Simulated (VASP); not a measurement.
Data:

```xyz
71
Lattice="4.6933 -8.1290 0.0000 4.6933 8.1290 0.0000 0.0000 0.0000 10.0192" Properties=species:S:1:pos:R:3 pbc="T T T"
Al     1.5695    -0.8993     2.4609
Al     1.5675     0.9159    10.0131
Al     1.5197    -0.8831     7.5331
Al     1.5811     0.9364     5.0368
Al     3.1299     1.8098     2.4959
Al     3.1286     3.6129     0.0032
Al     3.1345     1.8042     7.5173
Al     3.1274     3.6124     5.0059
Al     4.6948     4.5179     2.4982
Al     4.6831     6.3177    10.0135
Al     4.6847     4.5118     7.5279
Al     4.6678     6.2913     5.0379
Al     3.1346    -3.6090     2.4614
Al     3.1331    -1.8032    10.0160
Al     3.1235    -3.6615     7.5333
Al     4.7128    -0.8917     2.4897
Al     4.6964     0.9146     0.0124
Al     4.7227    -0.8858     7.5454
Al     4.7066     0.9175     5.0064
Al     6.2698     1.8169     2.5023
Al     6.2482     3.6075    10.0137
Al     6.2587     1.7962     7.5146
Al     6.2175     3.6074     5.0379
Al     4.6991    -6.3181     2.4937
Al     4.7057    -4.5188    10.0129
Al     4.6915    -6.3230     7.5212
Al     4.7298    -4.5173     5.0368
Al     6.2604    -3.6128     2.4958
Al     6.2685    -1.8088     0.0125
Al     6.2585    -3.6067     7.5172
Al     6.2765    -1.8012     5.0057
Al     7.8368    -0.8967     2.5022
Al     7.8227     0.9042     0.0018
Al     7.8138    -0.8970     7.5147
Al     7.8353     0.9115     5.0073
N      1.3597    -0.7885     4.3451
N      1.5708     0.9117     1.9035
N      1.5591    -0.8991     9.4564
N      1.5665     0.9070     6.9363
N      3.1431     1.7922     4.4209
N      3.1300     3.6142     1.9215
N      3.1363     1.8077     9.4293
N      3.1250     3.6109     6.9224
N      4.6866     4.5126     4.4229
N      4.6958     6.3194     1.9047
N      4.6897     4.5144     9.4348
N      4.6822     6.3158     6.9389
N      3.1259    -3.8461     4.3453
N      3.1501    -1.7933     1.9418
N      3.1295    -3.6186     9.4564
N      3.1190    -1.8120     7.2187
N      4.6982     0.9092     1.9299
N      4.7055    -0.8958     9.4611
N      4.6944     0.8871     6.9050
N      6.2660     1.8129     4.4216
N      6.2551     3.6178     1.9054
N      6.2562     1.8040     9.4286
N      6.2457     3.6070     6.9391
N      4.7052    -6.3148     4.4161
N      4.7027    -4.5134     1.9031
N      4.6941    -6.3215     9.4302
N      4.6970    -4.5154     6.9364
N      6.2525    -3.5927     4.4210
N      6.2651    -1.8043     1.9297
N      6.2625    -3.6065     9.4292
N      6.2444    -1.7973     6.9049
N      7.8312    -0.8984     4.4216
N      7.8278     0.9071     1.9200
N      7.8183    -0.9024     9.4285
N      7.8260     0.9056     6.9236
O      4.9099    -0.7776     4.3337
```
Cell charge +1.

Calculation: HSE06 screened hybrid, VASP's PBE PAW potentials (set 64) (plane waves; VASP 6.6.1). Settings: PREC = Normal, LREAL = Auto, ISYM = 0, NELECT = 285.0, EDIFF = 1E-5, 400 eV cut-off, 1×1×1 Γ-centred mesh, Gaussian smearing of 0.050 eV, potentials Al N O. Starting moments (MAGMOM): 71*0.0141. The cell's moment is fixed (NUPDOWN = 1).

The cell is charged, with a uniform compensating background. The supercell is sampled at Γ alone, which is coarse: total energies, pressure and levels can be off, energies of defects by several tenths of an eV.

**Question.** Predict the cell moment, energy per atom (σ→0).

**Answer.** 
```
Item                            Value
---------------------  --------------
cell moment                   1.00 μB
energy per atom (σ→0)  -8.745 eV/atom
```

**Question.** Give the moment on each site (PAW-sphere projection).

**Answer.** 
```csv
site,moment (μB)
Al1,-0.01
Al2,0.00
Al3,0.01
Al4,-0.01
Al5,0.00
Al6,0.00
Al7,0.00
Al8,0.00
Al9,0.00
Al10,0.00
Al11,0.00
Al12,-0.01
Al13,-0.01
Al14,0.00
Al15,0.01
Al16,0.00
Al17,0.00
Al18,0.01
Al19,0.00
Al20,0.00
Al21,0.00
Al22,0.00
Al23,-0.01
Al24,0.00
Al25,0.00
Al26,0.00
Al27,-0.01
Al28,0.00
Al29,0.00
Al30,0.00
Al31,0.00
Al32,0.00
Al33,0.00
Al34,0.00
Al35,0.00
N36,0.54
N37,0.01
N38,-0.04
N39,0.00
N40,0.00
N41,0.00
N42,0.00
N43,0.00
N44,0.00
N45,0.01
N46,0.00
N47,0.00
N48,0.54
N49,0.02
N50,-0.04
N51,-0.52
N52,0.00
N53,-0.03
N54,0.00
N55,0.04
N56,0.01
N57,0.00
N58,0.00
N59,0.06
N60,0.01
N61,0.00
N62,0.00
N63,0.00
N64,0.00
N65,0.00
N66,0.00
N67,0.04
N68,0.00
N69,0.00
N70,0.00
O71,0.02
```

The cell is a supercell with a defect, built from AlN (wurtzite): O_N-vac_Al, charge +1. The cell's shape comes from a PBE relaxation.
